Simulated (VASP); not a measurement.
All values below come from revPBE GGA, VASP's PBE PAW potentials (set 64) (plane waves; VASP).

A VASP calculation is set up with these files.

**INCAR**
```
# general
SYSTEM   =  Lu
PREC     =  Accurate
ENCUT    =  520
LREAL    =  .False.
LASPH    =  .True.

# electronic loop
EDIFF    =  1E-6
NELM     =  100
ALGO     =  Normal
LMAXMIX  =  6

# smearing
ISMEAR   =  1
SIGMA    =  0.1

# functional
GGA      =  RE

# ions
IBRION   =  2
NSW      =  60
ISIF     =  3
EDIFFG   =  -0.01

# output
LWAVE    =  .False.
LCHARG   =  .False.
```

File KPOINTS:
```
Automatic mesh
0
gamma
  11 11 6
```

File POSCAR:
```
Lu
1
    1.7750090720    -3.0744059872    -0.0000000000
    1.7750090720     3.0744059872     0.0000000000
    0.0000000000     0.0000000000     5.5455693180
Lu
2
Direct
  0.3333330000   0.6666670000   0.2500000000
  0.6666670000   0.3333330000   0.7500000000
```

POTCAR, in this order: Lu_3 (PBE.64 set). Program: vasp_std.

The resulting files:

### OSZICAR
```
       N       E                     dE             d eps       ncg     rms          rms(c)
DAV:   1     0.463796573024E+02    0.46380E+02   -0.87485E+03  2940   0.149E+03
DAV:   2    -0.590348663251E+01   -0.52283E+02   -0.50717E+02  2838   0.717E+02
DAV:   3    -0.827055014247E+01   -0.23671E+01   -0.22434E+01  2966   0.644E+01
DAV:   4    -0.837116357465E+01   -0.10061E+00   -0.99186E-01  3031   0.107E+01
DAV:   5    -0.837427147459E+01   -0.31079E-02   -0.30784E-02  2828   0.192E+00    0.247E+01
DAV:   6    -0.836326291814E+01    0.11009E-01   -0.37865E-02  2793   0.442E+00    0.147E+01
DAV:   7    -0.837265887797E+01   -0.93960E-02   -0.72867E-02  2687   0.592E+00    0.393E-01
DAV:   8    -0.837267516336E+01   -0.16285E-04   -0.50907E-03  2761   0.103E+00    0.121E-01
DAV:   9    -0.837269485648E+01   -0.19693E-04   -0.22767E-04  2883   0.246E-01    0.331E-02
DAV:  10    -0.837269050580E+01    0.43507E-05   -0.27142E-05  2814   0.888E-02    0.396E-02
DAV:  11    -0.837269120381E+01   -0.69801E-06   -0.11412E-06  1660   0.233E-02
   1 F= -.83726912E+01 E0= -.83735271E+01  d E =-.837269E+01
```

**OUTCAR**
```
------------------------ aborting loop because EDIFF is reached ----------------------------------------
  FORCE on cell =-STRESS in cart. coord.  units (eV):
  Direction    XX          YY          ZZ          XY          YZ          ZX
  --------------------------------------------------------------------------------------
  Total        0.0114343      0.0114343      0.0132084      0.0000000      0.0000000     -0.0000000
  in kB        0.3026786      0.3026786      0.3496418      0.0000000      0.0000000     -0.0000000
  external PRESSURE =       0.3183330 kB  Pullay stress =       0.0000000 kB
  volume of cell :       60.53
      direct lattice vectors                 reciprocal lattice vectors
     1.775009072 -3.074405987  0.000000000     0.281688701 -0.162633043  0.000000000
     1.775009072  3.074405987  0.000000000     0.281688701  0.162633043  0.000000000
     0.000000000  0.000000000  5.545569318     0.000000000  0.000000000  0.180324137
 POSITION                                       TOTAL-FORCE (eV/Angst)
 -----------------------------------------------------------------------------------
      1.77501      1.02480      1.38639        -0.000000     -0.000000      0.000000
      1.77501     -1.02480      4.15918         0.000000      0.000000      0.000000
 -----------------------------------------------------------------------------------
    total drift:                               -0.000002      0.000072     -0.000012
  FREE ENERGIE OF THE ION-ELECTRON SYSTEM (eV)
  ---------------------------------------------------
  free  energy   TOTEN  =        -8.3726912038 eV

  energy  without entropy=       -8.3751989082  energy(sigma->0) =       -8.37352711

 reached required accuracy - stopping structural energy minimisation
```
(Selected blocks of OUTCAR.)

The compound is Lu in the hcp structure. It was relaxed first. The start is the result of an earlier pass.
